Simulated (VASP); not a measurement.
Input:

```
CELL_PARAMETERS angstrom
      0.00000     2.91749     2.91749
      2.91749     0.00000     2.91749
      2.91749     2.91749     0.00000
ATOMIC_POSITIONS crystal
  In 0.00000 0.00000 0.00000
  P  0.25000 0.25000 0.25000
```

All values below come from PW91 GGA, VASP's PBE PAW potentials (set 64) (plane waves; VASP). Settings: 520 eV cut-off, 8×8×8 Γ-centred mesh, Gaussian smearing of 0.050 eV, potentials In_d P.

**Question.** Give the stress tensor in GPa (positive for a compressed cell).

**Answer.** 
```
4.30  0.00  0.00
0.00  4.30  0.00
0.00  0.00  4.30
```
The pressure is its mean diagonal, 4.30 GPa.

The compound is InP in the zinc blende structure. This cell is one point of a volume scan, at 0.94 of the reference volume.
